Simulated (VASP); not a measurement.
An input for Quantum ESPRESSO's pw.x (written as the equivalent of a VASP run, and not itself run):

```
&CONTROL
  calculation = 'scf'
  pseudo_dir = './pseudo'
  outdir = './out'
  tprnfor = .true.
  tstress = .true.
/
&SYSTEM
  ibrav = 0
  nat = 2
  ntyp = 2
  ecutwfc = 82.3
  occupations = 'tetrahedra'
  input_dft = 'pbesol'
/
&ELECTRONS
  conv_thr = 7.3e-09
  electron_maxstep = 100
/
ATOMIC_SPECIES
  Pb 207.200 Pb.upf
  Te 127.600 Te.upf
CELL_PARAMETERS angstrom
    -0.0000000    3.2210917    3.2210917
     3.2210917    0.0000000    3.2210917
     3.2210917    3.2210917    0.0000000
ATOMIC_POSITIONS crystal
  Pb   0.0000000  0.0000000  1.0000000
  Te   0.5000000  0.5000000  0.5000000
K_POINTS automatic
  8 8 8 0 0 0
```

Task: Translate this input to VASP (INCAR, KPOINTS, POSCAR, choice of POTCAR).

Result: One answer among several that fit: 
**KPOINTS**
```
Automatic
0
Gamma
 8 8 8
0 0 0
```

### INCAR
```
SYSTEM=PbTe
PREC=Accurate; ENCUT=400; LREAL=.FALSE.
LASPH=.TRUE.
EDIFF=1E-7; NELM=100; ALGO=Normal
LMAXMIX=4
ISMEAR=-5
GGA=PS
ISIF=2
LWAVE=.FALSE.; LCHARG=.TRUE.; LORBIT=11
NEDOS=601
```

### POSCAR
```
PbTe
1
   -0.0000000000     3.2210916968     3.2210916968
    3.2210916968     0.0000000000     3.2210916968
    3.2210916968     3.2210916968     0.0000000000
Pb Te
1 1
Direct
  0.0000000000   0.0000000000   1.0000000000
  0.5000000000   0.5000000000   0.5000000000
```

POTCAR, in this order: Pb_d Te (PBE.64 set). Program: vasp_std.

Limits of the translation: the potentials are each code's own (VASP's PAW set, PseudoDojo norm-conserving files in pw.x), so ENCUT and ecutwfc are chosen apart and not converted; conv_thr bounds pw.x's estimated SCF error, while EDIFF bounds the energy change between steps.

The structure was generated: PbTe was put into the rock salt type (Fm-3m), which need not be its known phase. It was relaxed first, which changed the volume by +16 %.
